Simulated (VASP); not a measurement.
A convergence study with VASP on Ru (hcp): one setting is varied, all else stays as given below, so the limit is that of these other settings. Each run relaxes cell and ions from the cell shown.

```
CELL_PARAMETERS angstrom
      1.35500    -2.34693     0.00000
      1.35500     2.34693     0.00000
      0.00000     0.00000     4.28000
ATOMIC_POSITIONS crystal
  Ru 0.33333 0.66667 0.25000
  Ru 0.66667 0.33333 0.75000
```

The numbers are results of PBE GGA, VASP's PBE PAW potentials (set 64) (plane waves; VASP 6.6.1), not measurements. The tightest run used: 550 eV cut-off, 20×20×12 Γ-centred mesh, first-order Methfessel-Paxton smearing of 0.10 eV, potentials Ru_pv.

| setting | relaxed volume (Å³/atom) | E (eV/atom) | irreducible k-points |
|---|---|---|---|
| 2×2×1 mesh | 13.640 | -9.0867 | 2 |
| 3×3×2 mesh | 14.145 | -8.9533 | 6 |
| 4×4×2 mesh | 13.613 | -9.4190 | 8 |
| 5×5×3 mesh | 13.721 | -9.2395 | 10 |
| 6×6×4 mesh | 13.799 | -9.1995 | 21 |
| 7×7×4 mesh | 13.788 | -9.2035 | 24 |

Question: These are the cheaper rows. Estimate the results at 20×20×12 mesh, and how far the last row shown lies from them.

Answer: 
```csv
quantity,tightest run,last row shown is off by
relaxed volume (Å³/atom),13.758,0.030
E (eV/atom),-9.2339,0.0303
```

VASP warned of too few bands at 2×2×1 mesh; 3×3×2 mesh.

Left out are rungs that failed or repeat a setting and relaxations that didn't move; long series are thinned to 24 rows.

The compound is Ru in the hcp structure. VASP warned that the highest band is occupied, so more bands are needed.
